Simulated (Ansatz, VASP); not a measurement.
**One calculation of SiPbO2, two programs**

```xyz
8
Lattice="2.6124 0.0000 0.0000 -1.3062 2.2624 0.0000 0.0000 0.0000 10.0598" Properties=species:S:1:pos:R:3 pbc="T T T"
Si    1.3062    0.7541    0.8860
Si    0.0000    1.5083    5.9159
Pb    1.3062    0.7541    3.4010
Pb    0.0000    1.5083    8.4309
O     0.0000    1.5083    1.7720
O     0.0000    0.0000    0.0000
O     1.3062    0.7541    6.8019
O     0.0000    0.0000    5.0299
```

Alike in both runs: task relaxation of cell and atoms; functional PBE; k mesh 6 × 6 × 2; occupations gaussian, width 0.1 eV; no spin polarisation.

```csv
,VASP,Ansatz
version,VASP 6.6.1,Ansatz 0.2.0
potentials or method,"VASP PAW PBE potentials, release 64 (Si, Pb_d, O)","scalar-relativistic, plane waves, PAW"
plane-wave cutoff (eV),600,420
valence electrons in the cell,60,60
```

Ansatz gave:

| Quantity | Value |
| --- | --- |
| gap on the k mesh at the Fermi level, each at its own relaxed structure (eV) | none |
| relaxed volume (Å³/atom) | 18.95 |
| relaxed cell length with the largest relative difference (Å) | 21.006 |
| energy change over the relaxation (meV/atom) | -3723 |

Task: Estimate VASP's values.

Result: gap on the k mesh at the Fermi level, each at its own relaxed structure (eV): none; relaxed volume (Å³/atom): 13.39; relaxed cell length with the largest relative difference (Å): 14.427; energy change over the relaxation (meV/atom): -3428.

A gap of «none» marks a metal or a gap that the smearing closes. One of these differences is far larger than is usual between the two programs; its cause wasn't traced.

Caveats: the k mesh is coarse (spacing up to 0.46 Å⁻¹), so the values aren't converged; the volume moved by over 15 % at a fixed basis, so the end points are rough (VASP). Spin-orbit coupling is left out, which matters for the levels of Pb.
